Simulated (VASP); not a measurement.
Method: SCAN meta-GGA, VASP's PBE PAW potentials (set 64) (plane waves; VASP).

Input for VASP

### KPOINTS
```
K-points
0
G
 8 8 8
```

POSCAR:
```
Al3Sc
1
    4.0009167815     0.0000000000     0.0000000000
    0.0000000000     4.0009167815     0.0000000000
    0.0000000000     0.0000000000     4.0009167815
Sc Al
1 3
Direct
  0.0000000000   0.0000000000   0.0000000000
  0.0000000000   0.5000000000   0.5000000000
  0.5000000000   0.0000000000   0.5000000000
  0.5000000000   0.5000000000   0.0000000000
```

INCAR:
```
! general
SYSTEM =Al3Sc
PREC   =Accurate
ENCUT  =520
LREAL  =.FALSE.   ! projection in real space or not
LASPH  =.TRUE.

! electronic loop
EDIFF  =1E-7
NELM   =100   ! most electronic steps
ALGO   =Normal   ! blocked Davidson
LMAXMIX=4   ! l cut-off of mixed one-centre charges
LMIXTAU=.TRUE.

! smearing
ISMEAR =1   ! Methfessel-Paxton
SIGMA  =0.1   ! width (eV)

! functional
METAGGA=SCAN

! ions
ISIF   =2

! output
LWAVE  =.FALSE.
LCHARG =.FALSE.
```

POTCAR, in this order: Sc_sv Al (PBE.64 set). Program: vasp_std.

What VASP printed:

File OSZICAR:
```
       N       E                     dE             d eps       ncg     rms          rms(c)
DAV:   1     0.103917955596E+03    0.10392E+03   -0.89138E+03   980   0.136E+03
DAV:   2    -0.344543749229E+02   -0.13837E+03   -0.13655E+03   986   0.387E+02
DAV:   3    -0.428014607286E+02   -0.83471E+01   -0.81538E+01  1554   0.799E+01
DAV:   4    -0.429424608449E+02   -0.14100E+00   -0.14079E+00  1368   0.109E+01
DAV:   5    -0.429468560898E+02   -0.43952E-02   -0.43946E-02  1380   0.191E+00    0.131E+01
DAV:   6    -0.391399108269E+02    0.38069E+01   -0.51754E+00  1390   0.358E+01    0.509E+00
DAV:   7    -0.389355515392E+02    0.20436E+00   -0.60740E-01  1154   0.992E+00    0.242E+00
DAV:   8    -0.389601419218E+02   -0.24590E-01   -0.86532E-01  1282   0.983E+00    0.679E-01
DAV:   9    -0.388993917154E+02    0.60750E-01   -0.12054E-01  1042   0.432E+00    0.505E-01
DAV:  10    -0.392197232863E+02   -0.32033E+00   -0.24810E-01  1180   0.658E+00    0.367E-01
DAV:  11    -0.392205861851E+02   -0.86290E-03   -0.44829E-01   980   0.886E+00    0.218E-01
DAV:  12    -0.392310993256E+02   -0.10513E-01   -0.16147E-01   980   0.538E+00    0.129E-01
DAV:  13    -0.392360830313E+02   -0.49837E-02   -0.60991E-03  1282   0.120E+00    0.117E-01
DAV:  14    -0.392372427403E+02   -0.11597E-02   -0.10759E-02  1150   0.141E+00    0.653E-02
DAV:  15    -0.392372807486E+02   -0.38008E-04   -0.19596E-03  1220   0.438E-01    0.433E-02
DAV:  16    -0.392373561488E+02   -0.75400E-04   -0.16345E-03  1016   0.556E-01    0.207E-02
DAV:  17    -0.392373291270E+02    0.27022E-04   -0.84010E-05  1454   0.133E-01    0.134E-02
DAV:  18    -0.392372469213E+02    0.82206E-04   -0.74258E-04   986   0.341E-01    0.695E-03
DAV:  19    -0.392371782494E+02    0.68672E-04   -0.66460E-05  1076   0.122E-01    0.652E-03
DAV:  20    -0.392371776690E+02    0.58036E-06   -0.13864E-05  1390   0.453E-02    0.627E-03
DAV:  21    -0.392371654918E+02    0.12177E-04   -0.49532E-05  1332   0.957E-02    0.352E-03
DAV:  22    -0.392371601364E+02    0.53554E-05   -0.18777E-06  1106   0.167E-02    0.276E-03
DAV:  23    -0.392371572876E+02    0.28487E-05   -0.76128E-07  1182   0.117E-02    0.203E-03
DAV:  24    -0.392371541180E+02    0.31697E-05   -0.10089E-05  1016   0.456E-02    0.889E-04
DAV:  25    -0.392371545675E+02   -0.44957E-06   -0.20620E-07   994   0.485E-03    0.638E-04
DAV:  26    -0.392371546736E+02   -0.10605E-06   -0.54119E-08   550   0.438E-03    0.639E-04
DAV:  27    -0.392371550221E+02   -0.34853E-06   -0.20238E-07   828   0.687E-03    0.323E-04
DAV:  28    -0.392371550212E+02    0.92109E-09   -0.33106E-08   538   0.335E-03
   1 F= -.39237155E+02 E0= -.39236672E+02  d E =-.144816E-02
```

File OUTCAR:
```
------------------------ aborting loop because EDIFF is reached ----------------------------------------
  FORCE on cell =-STRESS in cart. coord.  units (eV):
  Direction    XX          YY          ZZ          XY          YZ          ZX
  --------------------------------------------------------------------------------------
  Total        2.4804125      2.4804125      2.4804125      0.0000000      0.0000000     -0.0000000
  in kB       62.0520232     62.0520232     62.0520232      0.0000000      0.0000000     -0.0000000
  external PRESSURE =      62.0520232 kB  Pullay stress =       0.0000000 kB
  volume of cell :       64.04
      direct lattice vectors                 reciprocal lattice vectors
     4.000916781  0.000000000  0.000000000     0.249942714  0.000000000  0.000000000
     0.000000000  4.000916781  0.000000000     0.000000000  0.249942714  0.000000000
     0.000000000  0.000000000  4.000916781     0.000000000  0.000000000  0.249942714
 POSITION                                       TOTAL-FORCE (eV/Angst)
 -----------------------------------------------------------------------------------
      0.00000      0.00000      0.00000         0.000000      0.000000      0.000000
      0.00000      2.00046      2.00046         0.000000      0.000000      0.000000
      2.00046      0.00000      2.00046         0.000000      0.000000      0.000000
      2.00046      2.00046      0.00000         0.000000      0.000000      0.000000
 -----------------------------------------------------------------------------------
    total drift:                               -0.000000     -0.000000      0.000000
  FREE ENERGIE OF THE ION-ELECTRON SYSTEM (eV)
  ---------------------------------------------------
  free  energy   TOTEN  =       -39.2371550212 eV

  energy  without entropy=      -39.2357068649  energy(sigma->0) =      -39.23667230
```
(Selected blocks of OUTCAR.)

### OUTCAR
```
 val. band max:        7.8662758242   @ k =   0.2500   0.1250   0.1250

 cond. band min:       7.9121060896   @ k =   0.5000   0.2500   0.2500


 Fermi energy:         7.8925176864

 k-point     1 :       0.0000    0.0000    0.0000
  band No.  band energies     occupation
      1     -43.0457      2.00000
      2     -20.7518      2.00000
      3     -20.7518      2.00000
      4     -20.7518      2.00000
      5      -2.9687      2.00000
      6       5.1474      2.00000
      7       5.1474      2.00000
      8       5.8814      2.00000
      9       5.8814      2.00000
     10       5.8814      2.00000
     11       9.1888     -0.00000
     12       9.3117     -0.00000
     13       9.3117     -0.00000
     14       9.3117     -0.00000

 k-point     2 :       0.1250    0.0000    0.0000
  band No.  band energies     occupation
      1     -43.0455      2.00000
      2     -20.7585      2.00000
      3     -20.7513      2.00000
      4     -20.7513      2.00000
      5      -2.8106      2.00000
      6       3.9584      2.00000
      7       5.2621      2.00000
      8       5.8946      2.00000
      9       5.8946      2.00000
     10       6.6710      2.00000
     11       9.2209     -0.00000
     12       9.2209     -0.00000
     13       9.3670     -0.00000
     14       9.8194     -0.00000

 k-point     3 :       0.2500    0.0000    0.0000
  band No.  band energies     occupation
      1     -43.0448      2.00000
      2     -20.7744      2.00000
      3     -20.7500      2.00000
      4     -20.7500      2.00000
      5      -2.3449      2.00000
      6       2.3798      2.00000
      7       5.5829      2.00000
      8       5.9213      2.00000
      9       5.9213      2.00000
     10       7.5433      2.00001
     11       9.0634     -0.00000
     12       9.0634     -0.00000
     13       9.5085     -0.00000
     14      10.9142      0.00000

 k-point     4 :       0.3750    0.0000    0.0000
  band No.  band energies     occupation
...
```

The compound is Al3Sc in the L1_2 structure. This cell is one point of a volume scan, at 0.94 of the reference volume.
